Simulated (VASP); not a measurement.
Consider the following.

```
BaTiO3
1.0
    4.06172     0.00000     0.00000
    0.00000     4.06172     0.00000
    0.00000     0.00000     4.22965
Ba Ti O
1 1 3
Direct
  0.00000   0.00000   0.00689
  0.50000   0.50000   0.52544
  0.50000   0.50000   0.96574
  0.00000   0.50000   0.48297
  0.50000   0.00000   0.48297
```

Computed with PBE GGA with D4 dispersion, VASP's PBE PAW potentials (set 64) (plane waves; VASP). Numerical set-up: 520 eV cut-off, 6×6×6 Γ-centred mesh, Gaussian smearing of 0.050 eV, potentials Ba_sv Ti_sv O.

Task: The ions and cell shape at fixed volume are relaxed. Which structure does the run end with?

Result: 
```
BaTiO3
1.0
    3.98427     0.00000     0.00000
    0.00000     3.98427     0.00000
    0.00000     0.00000     4.39568
Ba Ti O
1 1 3
Direct
  0.00000   0.00000   0.02400
  0.50000   0.50000   0.53796
  0.50000   0.50000   0.94616
  0.00000   0.50000   0.47794
  0.50000   0.00000   0.47794
```
Space group P4mm (99), at a tolerance of 0.03 Å.

Task: How much energy does the relaxation gain?

Result: The energy (σ→0) changes by -9.7 meV/atom, in 16 ionic steps.

The compound is BaTiO3 in the tetragonal perovskite structure. This cell is one point of a volume scan, at 1.06 of the reference volume. Symmetry was kept, so distortions that lower it aren't found.
